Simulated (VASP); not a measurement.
# HfB2: phonons from a supercell

Aim: the phonon dispersion and thermal properties of HfB2. The start is a cell from a database of measured crystal structures.

Main program and level: VASP 6.6.1; LDA; plane waves and PAW (Hf, B).

## 1. Starting point

Symmetry: P6/mmm, No. 191, hexagonal system. The conventional cell has a = 3.140 Å, b = 3.140 Å, c = 3.480 Å, α = 90.00°, β = 90.00°, γ = 120.00°. Nearest to Hf lie 12 B at 2.51 Å. Nearest to B lie 3 B at 1.81 Å and 6 Hf at 2.51 Å. Farther neighbours are not listed.

Structure file:

```cif
data_structure
_symmetry_space_group_name_H-M 'P 1'
_symmetry_Int_Tables_number 1
_cell_length_a 3.1400
_cell_length_b 3.1400
_cell_length_c 3.4800
_cell_angle_alpha 90.000
_cell_angle_beta 90.000
_cell_angle_gamma 120.000
_cell_volume 29.71
loop_
_atom_site_label
_atom_site_type_symbol
_atom_site_fract_x
_atom_site_fract_y
_atom_site_fract_z
_atom_site_occupancy
Hf1 Hf 0.00000 0.00000 0.00000 1
B2 B 0.66667 0.33333 0.50000 1
B3 B 0.33333 0.66667 0.50000 1
```

## 2. Relax the host

First cell and atoms are relaxed at a raised cutoff, so that later runs start from this functional's own cell.

Contents of INCAR:

```
SYSTEM = HfB2
PREC = Accurate
ENCUT = 420
EDIFF = 1E-06
NELM = 120
ISMEAR = 0
SIGMA = 0.05
LREAL = .FALSE.
ALGO = Normal
GGA = CA
NBANDS = 11
LASPH = .TRUE.
LORBIT = 11
LWAVE = .FALSE.
LCHARG = .FALSE.
KPAR = 4
IBRION = 2
NSW = 40
ISIF = 3
EDIFFG = -0.02
POTIM = 0.4
```

Contents of POSCAR:

```
HfB2
1.0
    3.1400000000      0.0000000000      0.0000000000
   -1.5700000000      2.7193197679      0.0000000000
    0.0000000000      0.0000000000      3.4800000000
Hf B
1 2
Direct
    0.0000000000      0.0000000000      0.0000000000
    0.6666666667      0.3333333333      0.5000000000
    0.3333333333      0.6666666667      0.5000000000
```

Contents of KPOINTS:

```
Automatic mesh
0
Gamma
7 7 6
0 0 0
```

The projector-augmented-wave data sets are Hf and B (LDA family, release 64).

Run with:

```sh
$ mpirun -np 4 vasp_std
```

Log:

```text
[banner, memory and clock lines left out]
running    4 mpi-ranks, on    1 nodes
 distrk:  each k-point on    1 cores,    4 groups
 distr:  one band on    1 cores,    1 groups

 POSCAR found type information on POSCAR HfB
 POSCAR found :  2 types and       3 ions
 LDA part: xc-table for (Slater(with rela. corr.)+CA(PZ))
 , standard interpolation
 POSCAR, INCAR and KPOINTS ok, starting setup
 FFT: planning ... GRIDC
 FFT: planning ... GRID_SOFT
 FFT: planning ... GRID
 WAVECAR not read
 entering main loop
       N       E                     dE             d eps       ncg     rms          rms(c)
DAV:   1    -0.155322372117E+01   -0.15532E+01   -0.39073E+03   704   0.660E+02
DAV:   2    -0.306653960690E+02   -0.29112E+02   -0.28160E+02   965   0.117E+02
DAV:   3    -0.314921339084E+02   -0.82674E+00   -0.82149E+00   973   0.178E+01
DAV:   4    -0.314961215235E+02   -0.39876E-02   -0.39853E-02   981   0.121E+00
DAV:   5    -0.314961289042E+02   -0.73808E-05   -0.73811E-05   948   0.466E-02    0.204E+01
DAV:   6    -0.292191934919E+02    0.22769E+01   -0.49612E+00   890   0.113E+01    0.103E+01
DAV:   7    -0.290287215188E+02    0.19047E+00   -0.85815E-01   948   0.508E+00    0.262E+00
DAV:   8    -0.290004466239E+02    0.28275E-01   -0.90898E-02   868   0.163E+00    0.614E-01
DAV:   9    -0.289975556574E+02    0.28910E-02   -0.12854E-02   858   0.597E-01    0.212E-01
DAV:  10    -0.289974125016E+02    0.14316E-03   -0.15227E-03   834   0.212E-01    0.552E-02
DAV:  11    -0.289973660128E+02    0.46489E-04   -0.95541E-05   883   0.600E-02    0.201E-02
DAV:  12    -0.289973642338E+02    0.17790E-05   -0.14287E-05   940   0.210E-02    0.722E-03
DAV:  13    -0.289973641726E+02    0.61172E-07   -0.48950E-07   434   0.445E-03
   1 F= -.28997364E+02 E0= -.28997076E+02  d E =-.289974E+02
 curvature:   0.00 expect dE= 0.000E+00 dE for cont linesearch  0.000E+00
 trial: gam= 0.00000 g(F)=  0.202E-48 g(S)=  0.120E+00 ort = 0.000E+00 (trialstep = 0.100E+01)
 search vector abs. value=  0.120E+00
 bond charge predicted
       N       E                     dE             d eps       ncg     rms          rms(c)
DAV:   1    -0.290129600135E+02   -0.15596E-01   -0.10898E+00   704   0.102E+01    0.312E+00
DAV:   2    -0.290035069115E+02    0.94531E-02   -0.15229E-02   970   0.750E-01    0.184E+00
DAV:   4    -0.289999634314E+02    0.13620E-03   -0.31529E-04   902   0.982E-02    0.201E-02
DAV:   5    -0.289999649983E+02   -0.15669E-05   -0.80231E-06   848   0.219E-02    0.768E-03
DAV:   6    -0.289999650041E+02   -0.58840E-08   -0.77257E-07   538   0.442E-03
   2 F= -.28999965E+02 E0= -.28999677E+02  d E =-.260083E-02
[...]
3 F= -.29029119E+02 E0= -.29028832E+02  d E =-.317552E-01
[...]
4 F= -.29029114E+02 E0= -.29028826E+02  d E =-.317494E-01
 curvature:  -0.24 expect dE=-0.609E-04 dE for cont linesearch -0.630E-05
 ZBRENT: accuracy reached
 trial: gam= 0.01688 g(F)=  0.671E-49 g(S)=  0.254E-03 ort =-0.178E-02 (trialstep = 0.905E+00)
 search vector abs. value=  0.228E-03
 bond charge predicted
       N       E                     dE             d eps       ncg     rms          rms(c)
DAV:   1    -0.290292553247E+02   -0.14093E-03   -0.28309E-03   766   0.375E-01    0.393E-02
DAV:   2    -0.290292341665E+02    0.21158E-04   -0.85768E-05   950   0.569E-02    0.226E-02
DAV:   3    -0.290292317038E+02    0.24627E-05   -0.68275E-06   951   0.154E-02    0.110E-02
DAV:   4    -0.290292312573E+02    0.44649E-06   -0.67486E-07   433   0.512E-03
   5 F= -.29029231E+02 E0= -.29028943E+02  d E =-.117732E-03
 trial-energy change:   -0.000118  1 .order   -0.000119   -0.000203   -0.000035
 step:   1.0977(harm=  1.0977)  dis= 0.00000  next Energy=   -29.029236 (dE=-0.123E-03)
 reached required accuracy - stopping structural energy minimisation
```

Run time: 19 s. Hardware: 4 MPI ranks of AMD EPYC 7571, shared host; peak memory 0.43 GiB.

The logs omit lines about the potential files and the build; timing stands in the text.

Parts of OUTCAR (step 2):

```text
ion  position               nearest neighbor table
   1  0.000  0.000  0.000-   2 2.51   3 2.51   2 2.51   3 2.51   2 2.51   2 2.51   3 2.51   3 2.51
                             2 2.51   2 2.51   3 2.51   3 2.51
   2  0.667  0.333  0.500-   3 1.81   3 1.81   3 1.81   1 2.51   1 2.51   1 2.51   1 2.51   1 2.51
                             1 2.51
   3  0.333  0.667  0.500-   2 1.81   2 1.81   2 1.81   1 2.51   1 2.51   1 2.51   1 2.51   1 2.51
                             1 2.51

  LATTYP: Found a hexagonal cell.
 ALAT       =     3.1400000000
 C/A-ratio  =     1.1082802548

 Subroutine GETGRP returns: Found 24 space group operations
 (whereof 24 operations were pure point group operations)

The static configuration has the point symmetry D_6h.

 Found     32 irreducible k-points:

   k-points           NKPTS =     32   k-points in BZ     NKDIM =     32   number of bands    NBANDS=     11

   dimension x,y,z NGX =    24 NGY =   24 NGZ =   24
   dimension x,y,z NGXF=    48 NGYF=   48 NGZF=   48

   ENCUT  =  420.0 eV  30.87 Ry    5.56 a.u.   5.25  5.25  5.82*2*pi/ulx,y,z

   NELECT =      10.0000    total number of electrons

 k-points in reciprocal lattice and weights: Automatic mesh
   0.00000000  0.00000000  0.00000000       0.003
   0.14285714  0.00000000  0.00000000       0.020
   0.28571429  0.00000000  0.00000000       0.020
   0.42857143  0.00000000  0.00000000       0.020
   0.14285714  0.14285714  0.00000000       0.020
   0.28571429  0.14285714  0.00000000       0.041
   0.42857143  0.14285714  0.00000000       0.020
   0.28571429  0.28571429  0.00000000       0.020
   0.00000000  0.00000000  0.16666667       0.007
[...]
0.42857143  0.14285714  0.50000000       0.020
   0.28571429  0.28571429  0.50000000       0.020

 average (electrostatic) potential at core
       1 -32.4946       2 -29.4834       3 -29.4834

 E-fermi :   8.0914

 k-point     1 :       0.0000    0.0000    0.0000
  band No.  band energies     occupation
      1      -5.4778      2.00000
      2       5.2068      2.00000
      3       5.3161      2.00000
      4       5.3161      2.00000
      5       5.5985      2.00000
      6      12.4397      0.00000
      7      12.4397      0.00000
      8      13.1195      0.00000
      9      13.1195      0.00000
     10      13.4488      0.00000
    ...

 k-point     2 :       0.1429    0.0000    0.0000
  band No.  band energies     occupation
      1      -5.0505      2.00000
      2       4.2346      2.00000
      3       5.2056      2.00000
      4       5.2975      2.00000
      5       5.6158      2.00000
      6      11.1285      0.00000
      7      12.1204      0.00000
      8      12.1408      0.00000
      9      12.8279      0.00000
     10      14.4483      0.00000
    ...

 k-point     3 :       0.2857    0.0000    0.0000
  band No.  band energies     occupation
      1      -3.8745      2.00000
      2       2.1582      2.00000
      3       4.5307      2.00000
      4       5.1131      2.00000
      5       5.9263      2.00000
      6      10.6946      0.00000
      7      11.5551      0.00000
      8      11.7927      0.00000
      9      12.5985      0.00000
     10      14.7537      0.00000
    ...

  Total        0.0385683      0.0385683      0.0081566     -0.0000000      0.0000000      0.0000000
  in kB        2.1562209      2.1562209      0.4560096     -0.0000000      0.0000000      0.0000000
  external PRESSURE =       1.5894838 kB  Pullay stress =       0.0000000 kB

  energy-cutoff  :      420.00
  volume of cell :       28.66
      direct lattice vectors                 reciprocal lattice vectors
     3.104552638  0.000000000  0.000000000     0.322107600  0.185968910  0.000000000
    -1.552276319  2.688621452 -0.000000000    -0.000000000  0.371937819 -0.000000000
    -0.000000000  0.000000000  3.433354468    -0.000000000  0.000000000  0.291260343

 POSITION                                       TOTAL-FORCE (eV/Angst)
 -----------------------------------------------------------------------------------
     -0.00000      0.00000      0.00000        -0.000000     -0.000000      0.000000
      1.55228      0.89621      1.71668        -0.000000     -0.000000     -0.000000
     -0.00000      1.79241      1.71668         0.000000      0.000000      0.000000
 -----------------------------------------------------------------------------------
    total drift:                                0.000000     -0.000000      0.000000

  FREE ENERGIE OF THE ION-ELECTRON SYSTEM (eV)
  ---------------------------------------------------
  free  energy   TOTEN  =       -29.0292312573 eV

  energy  without entropy=      -29.0286555030  energy(sigma->0) =      -29.02894338

 reached required accuracy - stopping structural energy minimisation

 total charge
# of ion       s       p       d       tot
------------------------------------------
    1        0.485   0.758   2.634   3.878
    2        0.669   1.316   0.000   1.986
    3        0.669   1.316   0.000   1.986
--------------------------------------------------
tot          1.824   3.391   2.634   7.849

[... 3 further parts left out ...]
```

The k-mesh is coarse for a metal. The data set Hf keeps the semicore shell frozen, which is cheaper and a little less accurate. The run keeps the 24 symmetry operations of its start, so it cannot find a distortion of lower symmetry.

The steps of the relaxation:

```csv
step,energy less that of the first step (eV),largest force (eV/Å),pressure (GPa),volume (Å³)
1,0.0000,0.0000,-9.52,29.71
2,-0.0026,0.0000,10.22,27.74
3,-0.0318,0.0000,-0.05,28.68
4,-0.0317,0.0000,0.15,28.66
5,-0.0319,0.0000,0.16,28.66
```

```csv
"conventional cell, symmetrised",before,after,change
a (Å),3.140,3.105,-1.1 %
b (Å),3.140,3.105,-1.1 %
c (Å),3.480,3.433,-1.3 %
volume (Å³/atom),9.90,9.55,-3.6 %
```

The relaxed structure:

```cif
data_structure
_symmetry_space_group_name_H-M 'P 1'
_symmetry_Int_Tables_number 1
_cell_length_a 3.1046
_cell_length_b 3.1046
_cell_length_c 3.4334
_cell_angle_alpha 90.000
_cell_angle_beta 90.000
_cell_angle_gamma 120.000
_cell_volume 28.66
loop_
_atom_site_label
_atom_site_type_symbol
_atom_site_fract_x
_atom_site_fract_y
_atom_site_fract_z
_atom_site_occupancy
Hf1 Hf 0.00000 0.00000 0.00000 1
B2 B 0.66667 0.33333 0.50000 1
B3 B 0.33333 0.66667 0.50000 1
```

This step gave:

```yaml
electronic_cycles: 30
electrons: 10
free_energy_toten: -29.03 eV
energy_at_zero_smearing: -29.03 eV
fermi_energy: 8.091 eV
pressure: 0.1589 GPa
labelled_metallic_from_the_levels_on_this_mesh: yes
```

The run ended after 5 ionic steps, 0.032 eV below its first step, once forces and stress met EDIFFG = -0.02.

## 3. Tight relaxation

Force constants are second derivatives, so residual forces and stress must first be far smaller than in an ordinary relaxation. Smearing, mesh and cutoff differ from the relaxation before, which can move the cell too.

Contents of INCAR:

```
SYSTEM = HfB2
PREC = Accurate
ENCUT = 390
EDIFF = 1E-08
NELM = 120
ISMEAR = 1
SIGMA = 0.2
LREAL = .FALSE.
ALGO = Fast
GGA = CA
NBANDS = 11
LASPH = .TRUE.
LORBIT = 11
LWAVE = .FALSE.
LCHARG = .FALSE.
KPAR = 4
IBRION = 1
NSW = 30
ISIF = 3
EDIFFG = -0.002
POTIM = 0.4
```

Contents of POSCAR:

```
HfB2
1.0
    3.1045526378      0.0000000000      0.0000000000
   -1.5522763189      2.6886214517      0.0000000000
    0.0000000000      0.0000000000      3.4333544678
Hf B
1 2
Direct
    0.0000000000      0.0000000000      0.0000000000
    0.6666666667      0.3333333333      0.5000000000
    0.3333333333      0.6666666667      0.5000000000
```

Contents of KPOINTS:

```
Automatic mesh
0
Gamma
12 12 10
0 0 0
```

Run with:

```sh
$ mpirun -np 4 vasp_std
```

Log:

```text
[... set-up lines as in an earlier step ...]
 entering main loop
       N       E                     dE             d eps       ncg     rms          rms(c)
DAV:   1    -0.210948142811E+01   -0.21095E+01   -0.37898E+03  2532   0.619E+02
DAV:   2    -0.309226145164E+02   -0.28813E+02   -0.27773E+02  3713   0.116E+02
DAV:   3    -0.315996669500E+02   -0.67705E+00   -0.67002E+00  3554   0.161E+01
DAV:   4    -0.316019007090E+02   -0.22338E-02   -0.22330E-02  3360   0.932E-01
DAV:   5    -0.316019090460E+02   -0.83370E-05   -0.83367E-05  3352   0.455E-02    0.220E+01
RMM:   6    -0.292555606279E+02    0.23463E+01   -0.28380E+00  2509   0.838E+00    0.113E+01
RMM:   7    -0.290768197057E+02    0.17874E+00   -0.13514E+00  2509   0.552E+00    0.236E+00
RMM:   8    -0.290429618026E+02    0.33858E-01   -0.15481E-01  2508   0.233E+00    0.111E+00
RMM:   9    -0.290367071888E+02    0.62546E-02   -0.16205E-02  2509   0.782E-01    0.216E-01
RMM:  10    -0.290370814021E+02   -0.37421E-03   -0.32074E-03  2511   0.291E-01    0.115E-01
RMM:  11    -0.290370590435E+02    0.22359E-04   -0.43568E-04  2548   0.114E-01    0.822E-02
RMM:  12    -0.290370390891E+02    0.19954E-04   -0.17307E-04  2509   0.685E-02    0.284E-02
RMM:  13    -0.290370362258E+02    0.28633E-05   -0.23857E-05  2518   0.291E-02    0.957E-03
RMM:  14    -0.290370366854E+02   -0.45961E-06   -0.56655E-06  2526   0.106E-02    0.242E-02
RMM:  15    -0.290370364217E+02    0.26367E-06   -0.13366E-06  2510   0.601E-03    0.102E-02
RMM:  16    -0.290370364588E+02   -0.37092E-07   -0.45247E-07  2500   0.286E-03    0.955E-03
RMM:  17    -0.290370364635E+02   -0.47401E-08   -0.54198E-08  2155   0.109E-03
   1 F= -.29037036E+02 E0= -.29036789E+02  d E =-.290370E+02
 BRION: g(F)=  0.660E-50 g(S)=  0.632E-04
 bond charge predicted
       N       E                     dE             d eps       ncg     rms          rms(c)
DAV:   1    -0.290370801207E+02   -0.43662E-04   -0.94856E-04  3225   0.218E-01    0.353E-02
RMM:   2    -0.290370711674E+02    0.89533E-05   -0.20448E-05  2509   0.300E-02    0.209E-02
RMM:   3    -0.290370704378E+02    0.72962E-06   -0.41452E-06  2510   0.121E-02    0.949E-03
RMM:   4    -0.290370702951E+02    0.14269E-06   -0.37490E-07  2508   0.427E-03    0.115E-03
RMM:   5    -0.290370702962E+02   -0.11173E-08   -0.57646E-08  2272   0.133E-03
   2 F= -.29037070E+02 E0= -.29036823E+02  d E =-.338327E-04
[...]
3 F= -.29037071E+02 E0= -.29036823E+02  d E =-.462979E-06
 BRION: g(F)=  0.469E-48 g(S)=  0.301E-05 retain N=  2 mean eig= 0.74
 eig:   0.791  0.688
 bond charge predicted
       N       E                     dE             d eps       ncg     rms          rms(c)
DAV:   1    -0.290370716241E+02   -0.86373E-06   -0.67159E-06  2880   0.244E-02    0.787E-03
RMM:   2    -0.290370715713E+02    0.52810E-07   -0.68880E-08  2494   0.176E-03    0.469E-03
RMM:   3    -0.290370715426E+02    0.28711E-07   -0.28533E-08  2210   0.994E-04    0.587E-04
RMM:   4    -0.290370715387E+02    0.38428E-08   -0.25452E-09  1623   0.362E-04
   4 F= -.29037072E+02 E0= -.29036824E+02  d E =-.779542E-06
 BRION: g(F)=  0.110E-49 g(S)=  0.196E-10 retain N=  1 mean eig= 0.51
 eig:   0.509
 reached required accuracy - stopping structural energy minimisation
```

The job ended after 35 s (4 MPI ranks; peak memory 0.49 GiB).

From OUTCAR (step 3):

```text
  LATTYP: Found a hexagonal cell.
 ALAT       =     3.1045526378
 C/A-ratio  =     1.1059095684

The static configuration has the point symmetry D_6h.

 Found    114 irreducible k-points:

   k-points           NKPTS =    114   k-points in BZ     NKDIM =    114   number of bands    NBANDS=     11

   dimension x,y,z NGX =    20 NGY =   20 NGZ =   24
   dimension x,y,z NGXF=    40 NGYF=   40 NGZF=   48

   ENCUT  =  390.0 eV  28.66 Ry    5.35 a.u.   5.00  5.00  5.53*2*pi/ulx,y,z

   NELECT =      10.0000    total number of electrons

 E-fermi :   8.4144

 k-point     1 :       0.0000    0.0000    0.0000
  band No.  band energies     occupation
      1      -5.4763      2.00000
      2       5.1953      2.00000
      3       5.3252      2.00000
      4       5.3252      2.00000
      5       5.5904      2.00000
      6      12.4354      0.00000
      7      12.4354      0.00000
      8      13.1018      0.00000
      9      13.4571      0.00000
     10      13.4571      0.00000
    ...

 k-point     2 :       0.0833   -0.0000    0.0000
  band No.  band energies     occupation
      1      -5.3287      2.00000
      2       4.9133      2.00000
      3       5.3239      2.00000
      4       5.3509      2.00000
      5       5.4415      2.00000
      6      11.9710     -0.00000
      7      12.3256     -0.00000
      8      12.3983     -0.00000
      9      12.6412      0.00000
     10      14.0339      0.00000
    ...

  Total        0.0000276      0.0000276      0.0000001     -0.0000000      0.0000000     -0.0000000
  in kB        0.0015431      0.0015431      0.0000053     -0.0000000      0.0000000     -0.0000000
  external PRESSURE =       0.0010305 kB  Pullay stress =       0.0000000 kB

  energy-cutoff  :      390.00
  volume of cell :       28.67
      direct lattice vectors                 reciprocal lattice vectors
     3.103569988 -0.000000000 -0.000000000     0.322209586  0.186027791 -0.000000000
    -1.551784994  2.687770452 -0.000000000     0.000000000  0.372055582  0.000000000
     0.000000000 -0.000000000  3.436448561     0.000000000  0.000000000  0.290998099

 POSITION                                       TOTAL-FORCE (eV/Angst)
 -----------------------------------------------------------------------------------
     -0.00000      0.00000     -0.00000         0.000000     -0.000000     -0.000000
      1.55178      0.89592      1.71822         0.000000     -0.000000     -0.000000
     -0.00000      1.79185      1.71822        -0.000000      0.000000      0.000000
 -----------------------------------------------------------------------------------
    total drift:                                0.000000     -0.000000     -0.000000

  FREE ENERGIE OF THE ION-ELECTRON SYSTEM (eV)
  ---------------------------------------------------
  free  energy   TOTEN  =       -29.0370715387 eV

  energy  without entropy=      -29.0363295518  energy(sigma->0) =      -29.03682421

 total charge
# of ion       s       p       d       tot
------------------------------------------
    1        0.485   0.758   2.632   3.875
    2        0.670   1.318   0.000   1.987
    3        0.670   1.318   0.000   1.987
--------------------------------------------------
tot          1.824   3.393   2.632   7.849

[... 2 parts as in an earlier step ...]

[... 7 further parts left out ...]
```

Little changed from the start: no atom moved by 0.005 Å and no cell edge by 0.1 %.

This step gave:

```yaml
free_energy_toten: -29.04 eV
energy_at_zero_smearing: -29.04 eV
fermi_energy: 8.414 eV
pressure: 1.03e-4 GPa
```

The run ended after 4 ionic steps, 0.000 eV below its first step, once forces and stress met EDIFFG = -0.002.

(Part 1 of 3 ends here.)

[Lines on the potential files, build, host, timing and source positions are cut from VASP's logs without a mark.]

[Logs are printed without paths, hosts, clocks, repeated set-up lines and the standing remarks that a program may print on its own settings, such as how far it seeks lower states.]

[Hosts, paths, dates, database ids (printed as entryN), source tags and the programs' standing remarks are cut or masked in the printed files.]

[Runs that stopped without an error message from VASP are left out.]
